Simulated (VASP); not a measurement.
Here is the system:

```
PbI2
1.0
    2.33922    -4.05165     0.00000
    2.33922     4.05165     0.00000
    0.00000     0.00000     7.67084
Pb I
1 2
Direct
  0.00000   0.00000   0.00000
  0.33333   0.66667   0.24244
  0.66667   0.33333   0.75756
```

Calculation: PBE GGA, VASP's PBE PAW potentials (set 64) (plane waves; VASP). Run with 400 eV cut-off, 6×6×4 Γ-centred mesh, tetrahedra with Blöchl corrections, potentials Pb_d I.

The cores are frozen, which limits the accuracy of field gradients. Without a dispersion term in the relaxation, distances and binding between the weakly bound layers, chains or molecules are unreliable, and so is what depends on them.

**Question.** Give the principal components of the electric field gradient (V/Å²) and the asymmetry η at each nucleus.

**Answer.** 
```tsv
atom	Vxx	Vyy	Vzz	η
Pb1	-9.9	-9.9	19.9	0.00
I2	4.2	4.2	-8.4	0.00
I3	4.2	4.2	-8.4	0.00
```

The compound is PbI2 in the 1T layered structure. It was relaxed first, which changed the volume by +16 %.
